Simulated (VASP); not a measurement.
An input for Ansatz (written as the equivalent of a VASP run, and not itself run):

Ansatz 0.2 input:
```yaml
crystal:
  lattice:
    - [-2.9150000, 2.9150000, 1.5900000]
    - [2.9150000, -2.9150000, 1.5900000]
    - [2.9150000, 2.9150000, -1.5900000]
  atoms:
    - { symbol: Sn, position: [0.2500000, 0.7500000, 0.5000000] }
    - { symbol: Sn, position: [0.0000000, 0.0000000, 0.0000000] }
kpoints:
  mp_grid: { grid: [12, 12, 12] }
hamiltonian:
  xc: r2scan
  pseudopotentials: { kind: paw }
scf:
  occupations: { method: methfessel_paxton, width: 0.1 }
  max_iter: 100
relax:
  max_steps: 60
  f_tol: 0.01
  cell: {}
output: { forces: true, stress: true, eigenvalues: true }
```

Task: Write the VASP files for the same calculation (r2SCAN).

Result: Several could match; the one computed here: 
**POSCAR**
```
Sn
1
   -2.9150000000     2.9150000000     1.5900000000
    2.9150000000    -2.9150000000     1.5900000000
    2.9150000000     2.9150000000    -1.5900000000
Sn
2
Direct
  0.2500000000   0.7500000000   0.5000000000
  0.0000000000   0.0000000000   0.0000000000
```

**INCAR**
```
ALGO=Normal
EDIFF=1E-6
EDIFFG=-0.01
ENCUT=400
IBRION=2
ISIF=3
ISMEAR=1
LASPH=.True.
LCHARG=.False.
LMAXMIX=4
LMIXTAU=.True.
LREAL=.False.
LWAVE=.False.
METAGGA=R2SCAN
NELM=100
NSW=60
PREC=Accurate
SIGMA=0.1
SYSTEM=Sn
```

### KPOINTS
```
kpoints
0
G
  12 12 12
0 0 0
```

POTCAR, in this order: Sn_d (PBE.64 set). Program: vasp_std.

What does not carry over: each code has its own PAW files, so the cut-off isn't converted (ENCUT is set for VASP's; basis.ecutwfc is left out, and Ansatz then takes the one that its files recommend); Ansatz stops its SCF on the density residual and VASP on the energy change (EDIFF).

The compound is Sn in the beta structure. This run relaxes it. Symmetry was kept, so distortions that lower it aren't found.
